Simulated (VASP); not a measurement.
An input for Ansatz (written as the equivalent of a VASP run, and not itself run):

Ansatz 0.2 input:
```yaml
crystal:
  lattice:
    - [0.0000000, 3.0600000, 3.0600000]
    - [3.0600000, 0.0000000, 3.0600000]
    - [3.0600000, 3.0600000, 0.0000000]
  atoms:
    - { symbol: Pb, position: [0.0000000, 0.0000000, 0.0000000] }
    - { symbol: Se, position: [0.5000000, 0.5000000, 0.5000000] }
kpoints:
  mp_grid: { grid: [6, 6, 6] }
hamiltonian:
  xc: pbe
  pseudopotentials: { kind: paw }
scf:
  occupations: { method: gaussian, width: 0.05 }
  max_iter: 100
output: { forces: true, stress: true, eigenvalues: true }
```

Q: Translate this input to VASP (INCAR, KPOINTS, POSCAR, choice of POTCAR).

A: One answer among several that fit: 
INCAR:
```
ALGO  =  Normal
EDIFF  =  1E-6
ENCUT  =  400
GGA  =  PE
ISIF  =  2
ISMEAR  =  0
LASPH  =  .TRUE.
LCHARG  =  .FALSE.
LMAXMIX  =  4
LREAL  =  .FALSE.
LWAVE  =  .FALSE.
NELM  =  100
PREC  =  Accurate
SIGMA  =  0.05
SYSTEM  =  PbSe
```

**KPOINTS**
```
Automatic mesh
0
Gamma
6 6 6
0 0 0
```

### POSCAR
```
PbSe
1.0
  0.0000000000   3.0600000000   3.0600000000
  3.0600000000   0.0000000000   3.0600000000
  3.0600000000   3.0600000000   0.0000000000
Pb Se
1 1
Direct
  0.0000000000   0.0000000000   0.0000000000
  0.5000000000   0.5000000000   0.5000000000
```

POTCAR, in this order: Pb_d Se (PBE.64 set). Program: vasp_std.

What does not carry over: each code has its own PAW files, so the cut-off isn't converted (ENCUT is set for VASP's; basis.ecutwfc is left out, and Ansatz then takes the one that its files recommend); Ansatz stops its SCF on the density residual and VASP on the energy change (EDIFF).

The compound is PbSe in the rock salt structure. The cell was not relaxed at this level.
